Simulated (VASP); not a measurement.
Given:

```xyz
5
Lattice="4.0444 0.0000 0.0000 0.0000 4.0444 0.0000 0.0000 0.0000 4.0444" Properties=species:S:1:pos:R:3 pbc="T T T"
K      0.0000     0.0000     0.0000
Mg     2.0222     2.0222     2.0222
F      2.0222     0.0000     2.0222
F      0.0000     2.0222     2.0222
F      2.0222     2.0222     0.0000
```

Level of theory: PBE GGA, VASP's PBE PAW potentials (set 64) (plane waves; VASP). Numerical set-up: 520 eV cut-off, 6×6×6 Γ-centred mesh, Gaussian smearing of 0.010 eV, potentials K_sv Mg F.

Give the electronic dielectric tensor ε∞ (DFPT, local fields included).

```
2.05  0.00  0.00
0.00  2.05  0.00
0.00  0.00  2.05
```

Give the Born effective charges.

```
atom   Z*xx   Z*yy   Z*zz   mean
----  -----  -----  -----  -----
K1     1.18   1.18   1.18   1.18
Mg2    2.01   2.01   2.01   2.01
F3    -0.96  -1.27  -0.96  -1.06
F4    -1.27  -0.96  -0.96  -1.06
F5    -0.96  -0.96  -1.27  -1.06
```

And the static tensor with the ions free?

```
6.84  0.00  0.00
0.00  6.84  0.00
0.00  0.00  6.84
```

Which frequencies do the optical Γ-point modes have (no LO-TO splitting)?

145 (×3), 184 (×3), 284 (×3), 430 (×3) cm⁻¹.

The compound is KMgF3 in the cubic perovskite structure. It was relaxed first.
